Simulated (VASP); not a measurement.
All values below come from SCAN meta-GGA, VASP's PBE PAW potentials (set 64) (plane waves; VASP).

The input files of a VASP run:

**INCAR**
```
# general
SYSTEM   =  Rb
PREC     =  Accurate
ENCUT    =  520
LREAL    =  .False.
LASPH    =  .True.

# electronic loop
EDIFF    =  1E-7
NELM     =  100
ALGO     =  Normal
LMAXMIX  =  4
LMIXTAU  =  .True.

# smearing
ISMEAR   =  -5

# functional
METAGGA  =  SCAN

# ions
ISIF     =  2

# output
LWAVE    =  .False.
LCHARG   =  .False.
LORBIT   =  11
NEDOS    =  601
```

POSCAR:
```
Rb
1
   -2.8560789022     2.8560789022     2.8560789022
    2.8560789022    -2.8560789022     2.8560789022
    2.8560789022     2.8560789022    -2.8560789022
Rb
1
Direct
  0.0000000000   0.0000000000   0.0000000000
```

KPOINTS:
```
Automatic mesh
0
Gamma
10 10 10
0 0 0
```

File KPOINTS_OPT:
```
k-points along high-symmetry lines
10
Line-mode
Reciprocal
  0.000000   0.000000   0.000000 ! GAMMA
  0.500000  -0.500000   0.500000 ! H

  0.500000  -0.500000   0.500000 ! H
  0.000000  -0.000000   0.500000 ! N

  0.000000  -0.000000   0.500000 ! N
  0.000000   0.000000   0.000000 ! GAMMA

  0.000000   0.000000   0.000000 ! GAMMA
  0.250000   0.250000   0.250000 ! P

  0.250000   0.250000   0.250000 ! P
  0.500000  -0.500000   0.500000 ! H

  0.250000   0.250000   0.250000 ! P
  0.000000  -0.000000   0.500000 ! N
```

POTCAR, in this order: Rb_sv (PBE.64 set). Program: vasp_std.

The resulting files:

File OSZICAR:
```
       N       E                     dE             d eps       ncg     rms          rms(c)
DAV:   1     0.245087990454E+02    0.24509E+02   -0.34308E+03   752   0.835E+02
DAV:   2    -0.213109786370E+02   -0.45820E+02   -0.45639E+02   848   0.149E+02
DAV:   3    -0.242476832547E+02   -0.29367E+01   -0.29326E+01  1072   0.417E+01
DAV:   4    -0.243636686714E+02   -0.11599E+00   -0.11577E+00  1264   0.627E+00
DAV:   5    -0.243662793307E+02   -0.26107E-02   -0.26199E-02  1152   0.489E-01    0.200E+00
DAV:   6    -0.207051963308E+02    0.36611E+01   -0.65073E-01   768   0.912E+00    0.145E+00
DAV:   7    -0.202360763755E+02    0.46912E+00   -0.33310E+00  1120   0.113E+01    0.167E+00
DAV:   8    -0.207394373421E+02   -0.50336E+00   -0.79138E-01  1336   0.617E+00    0.164E+00
DAV:   9    -0.207195870378E+02    0.19850E-01   -0.53267E-02   768   0.380E+00    0.131E+00
DAV:  10    -0.204976224506E+02    0.22196E+00   -0.40633E-01   784   0.583E+00    0.261E+00
DAV:  11    -0.205384628530E+02   -0.40840E-01   -0.77921E-02   768   0.334E+00    0.294E+00
DAV:  12    -0.206042368709E+02   -0.65774E-01   -0.45717E-01   856   0.613E+00    0.226E-01
DAV:  13    -0.204560660622E+02    0.14817E+00   -0.30729E-01   752   0.629E+00    0.958E-01
DAV:  14    -0.204564190271E+02   -0.35296E-03   -0.98833E-03  1240   0.783E-01    0.900E-01
DAV:  15    -0.207243011156E+02   -0.26788E+00   -0.27780E-01   752   0.634E+00    0.774E-01
DAV:  16    -0.202137533396E+02    0.51055E+00   -0.22147E-01   752   0.477E+00    0.405E-01
DAV:  17    -0.204911183872E+02   -0.27737E+00   -0.18393E-01   752   0.473E+00    0.368E-01
DAV:  18    -0.204814977921E+02    0.96206E-02   -0.98787E-03   784   0.150E+00    0.498E-01
DAV:  19    -0.204609429448E+02    0.20555E-01   -0.34543E-02   752   0.274E+00    0.798E-01
DAV:  20    -0.205998733403E+02   -0.13893E+00   -0.94084E-02   752   0.353E+00    0.950E-01
DAV:  21    -0.207335347788E+02   -0.13366E+00   -0.14121E-01   752   0.274E+00    0.537E-01
DAV:  22    -0.207333341287E+02    0.20065E-03   -0.11064E-02   752   0.149E+00    0.477E-01
DAV:  23    -0.207320203231E+02    0.13138E-02   -0.86137E-03   752   0.145E+00    0.432E-01
DAV:  24    -0.207281728454E+02    0.38475E-02   -0.16520E-03   872   0.432E-01    0.431E-01
DAV:  25    -0.207320858115E+02   -0.39130E-02   -0.62674E-04   816   0.172E-01    0.425E-01
DAV:  26    -0.207361789361E+02   -0.40931E-02   -0.16845E-03   752   0.439E-01    0.424E-01
DAV:  27    -0.207304051332E+02    0.57738E-02   -0.27636E-02   752   0.154E+00    0.463E-01
DAV:  28    -0.207359911946E+02   -0.55861E-02   -0.20536E-02   752   0.119E+00    0.419E-01
DAV:  29    -0.207338542389E+02    0.21370E-02   -0.22436E-03   752   0.484E-01    0.410E-01
DAV:  30    -0.207382034029E+02   -0.43492E-02   -0.51012E-02   752   0.318E+00    0.386E-01
DAV:  31    -0.207374982785E+02    0.70512E-03   -0.24086E-02   752   0.178E+00    0.376E-01
DAV:  32    -0.207400929289E+02   -0.25947E-02   -0.16342E-02   752   0.164E+00    0.394E-01
DAV:  33    -0.207399566454E+02    0.13628E-03   -0.88828E-05  1192   0.825E-02    0.395E-01
DAV:  34    -0.207386715703E+02    0.12851E-02   -0.45650E-03   752   0.688E-01    0.365E-01
DAV:  35    -0.207371249790E+02    0.15466E-02   -0.11445E-02   752   0.127E+00    0.246E-01
DAV:  36    -0.207313589911E+02    0.57660E-02   -0.13459E-02   752   0.190E+00    0.137E-01
DAV:  37    -0.207327834887E+02   -0.14245E-02   -0.53048E-03   752   0.114E+00    0.126E-01
DAV:  38    -0.207315608303E+02    0.12227E-02   -0.44591E-03   752   0.109E+00    0.129E-01
DAV:  39    -0.207322566197E+02   -0.69579E-03   -0.60441E-04   800   0.379E-01    0.129E-01
DAV:  40    -0.207298419110E+02    0.24147E-02   -0.10999E-02   752   0.155E+00    0.105E-01
DAV:  41    -0.207300354586E+02   -0.19355E-03   -0.15864E-04   752   0.165E-01    0.106E-01
DAV:  42    -0.207308210599E+02   -0.78560E-03   -0.23784E-03   752   0.708E-01    0.112E-01
DAV:  43    -0.207301781805E+02    0.64288E-03   -0.34269E-03   752   0.746E-01    0.990E-02
DAV:  44    -0.207281759623E+02    0.20022E-02   -0.59775E-03   752   0.105E+00    0.826E-02
DAV:  45    -0.207289066302E+02   -0.73067E-03   -0.26376E-03   752   0.731E-01    0.702E-02
DAV:  46    -0.207279825097E+02    0.92412E-03   -0.71626E-03   752   0.120E+00    0.654E-02
DAV:  47    -0.207285387190E+02   -0.55621E-03   -0.39706E-03   752   0.999E-01    0.567E-02
DAV:  48    -0.207290265433E+02   -0.48782E-03   -0.44642E-03   752   0.950E-01    0.474E-02
DAV:  49    -0.207291857310E+02   -0.15919E-03   -0.34229E-03   752   0.830E-01    0.475E-02
DAV:  50    -0.207312644184E+02   -0.20787E-02   -0.52929E-03   752   0.113E+00    0.352E-02
DAV:  51    -0.207315288038E+02   -0.26439E-03   -0.31406E-03   752   0.896E-01    0.264E-02
DAV:  52    -0.207311628559E+02    0.36595E-03   -0.56408E-03   752   0.104E+00    0.317E-02
DAV:  53    -0.207315587027E+02   -0.39585E-03   -0.13950E-03   752   0.490E-01    0.302E-02
DAV:  54    -0.207318452651E+02   -0.28656E-03   -0.48247E-04   752   0.346E-01    0.284E-02
DAV:  55    -0.207318533200E+02   -0.80549E-05   -0.35304E-04   752   0.273E-01    0.297E-02
DAV:  56    -0.207320507053E+02   -0.19739E-03   -0.23833E-03   752   0.722E-01    0.328E-02
DAV:  57    -0.207320477221E+02    0.29832E-05   -0.31402E-04   752   0.267E-01    0.309E-02
DAV:  58    -0.207319760143E+02    0.71708E-04   -0.27075E-04   752   0.265E-01    0.272E-02
DAV:  59    -0.207317959992E+02    0.18002E-03   -0.54675E-04   752   0.340E-01    0.206E-02
DAV:  60    -0.207317796274E+02    0.16372E-04   -0.90978E-05   768   0.155E-01    0.202E-02
DAV:  61    -0.207318260167E+02   -0.46389E-04   -0.24077E-03   752   0.723E-01    0.586E-03
DAV:  62    -0.207316943729E+02    0.13164E-03   -0.57053E-04   752   0.365E-01    0.507E-03
DAV:  63    -0.207316892491E+02    0.51238E-05   -0.34650E-04   752   0.261E-01    0.304E-03
DAV:  64    -0.207316422349E+02    0.47014E-04   -0.25370E-04   752   0.224E-01    0.315E-03
DAV:  65    -0.207316746331E+02   -0.32398E-04   -0.25841E-04   752   0.263E-01    0.514E-03
DAV:  66    -0.207316606348E+02    0.13998E-04   -0.13969E-04   752   0.180E-01    0.512E-03
DAV:  67    -0.207316082367E+02    0.52398E-04   -0.13282E-04   752   0.164E-01    0.309E-03
DAV:  68    -0.207315850849E+02    0.23152E-04   -0.93183E-05   752   0.157E-01    0.234E-03
DAV:  69    -0.207315846811E+02    0.40384E-06   -0.32591E-05   752   0.910E-02    0.198E-03
DAV:  70    -0.207315827516E+02    0.19295E-05   -0.49611E-06   832   0.347E-02    0.176E-03
DAV:  71    -0.207315775376E+02    0.52140E-05   -0.24426E-05   752   0.778E-02    0.152E-03
DAV:  72    -0.207315710950E+02    0.64426E-05   -0.20484E-05   752   0.706E-02    0.639E-04
DAV:  73    -0.207315688626E+02    0.22324E-05   -0.64887E-06   752   0.369E-02    0.266E-04
DAV:  74    -0.207315681348E+02    0.72780E-06   -0.28735E-06   768   0.253E-02    0.221E-04
DAV:  75    -0.207315678170E+02    0.31780E-06   -0.12035E-06   760   0.173E-02    0.202E-04
DAV:  76    -0.207315675613E+02    0.25575E-06   -0.31716E-06   752   0.265E-02    0.162E-04
DAV:  77    -0.207315676149E+02   -0.53573E-07   -0.23125E-06   752   0.219E-02    0.208E-04
DAV:  78    -0.207315677115E+02   -0.96678E-07   -0.27035E-07   800   0.736E-03
   1 F= -.20731568E+02 E0= -.20731568E+02  d E =0.000000E+00
       N       E                     dE             ncg
       N       E                     dE             ncg
```

### OUTCAR
```
------------------------ aborting loop because EDIFF is reached ----------------------------------------
  FORCE on cell =-STRESS in cart. coord.  units (eV):
  Direction    XX          YY          ZZ          XY          YZ          ZX
  --------------------------------------------------------------------------------------
  Total       -0.0022877     -0.0022877     -0.0022877     -0.0000000      0.0000000     -0.0000000
  in kB       -0.0393321     -0.0393321     -0.0393321     -0.0000000      0.0000000     -0.0000000
  external PRESSURE =      -0.0393321 kB  Pullay stress =       0.0000000 kB
  volume of cell :       93.19
      direct lattice vectors                 reciprocal lattice vectors
    -2.856078902  2.856078902  2.856078902     0.000000000  0.175065192  0.175065192
     2.856078902 -2.856078902  2.856078902     0.175065192  0.000000000  0.175065192
     2.856078902  2.856078902 -2.856078902     0.175065192  0.175065192  0.000000000
 POSITION                                       TOTAL-FORCE (eV/Angst)
 -----------------------------------------------------------------------------------
      0.00000      0.00000      0.00000         0.000000      0.000000      0.000000
 -----------------------------------------------------------------------------------
    total drift:                               -0.000000     -0.000000     -0.000000
  FREE ENERGIE OF THE ION-ELECTRON SYSTEM (eV)
  ---------------------------------------------------
  free  energy   TOTEN  =       -20.7315677115 eV

  energy  without entropy=      -20.7315677115  energy(sigma->0) =      -20.73156771

 total charge

# of ion       s       p       d       tot
------------------------------------------
    1        1.963   5.396   0.004   7.364
```
(Selected blocks of OUTCAR.)

For a metal the tetrahedron method with Blöchl corrections gives inexact stress and forces.

The compound is Rb in the bcc structure. It was relaxed first.
